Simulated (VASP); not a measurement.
Consider the following.

```
CELL_PARAMETERS angstrom
     -2.83621     2.83621     2.83621
      2.83621    -2.83621     2.83621
      2.83621     2.83621    -2.83621
ATOMIC_POSITIONS crystal
  Rb 0.00000 0.00000 0.00000
```

These are PBE GGA, VASP's PBE PAW potentials (set 64) (plane waves; VASP) values and carry that method's errors. Settings: 400 eV cut-off, 10×10×10 Γ-centred mesh, tetrahedra with Blöchl corrections, potentials Rb_sv.

Tabulate the total density of states (states/eV per cell) against energy (eV; zero at the valence-band maximum or, without a gap, the Fermi level).

```
E (eV)  DOS (states/eV)
------  ---------------
-9.96              0.00
-9.45              0.00
-8.84              0.00
-8.33              0.00
-7.71              0.00
-7.20              0.00
-6.59              0.00
-6.08              0.00
-5.47              0.00
-4.96              0.00
-4.34              0.00
-3.83              0.00
-3.22              0.00
-2.71              0.00
-2.20              0.00
-1.58              0.28
-1.07              0.48
-0.46              0.70
0.05               1.06
0.67               0.91
1.18               2.45
1.79               1.56
2.30               1.92
2.91               1.38
3.42               1.29
```
Within 2 eV below the Fermi level the largest weight inside VASP's projection spheres is Rb s, then Rb p.

The compound is Rb in the bcc structure. It was relaxed first.
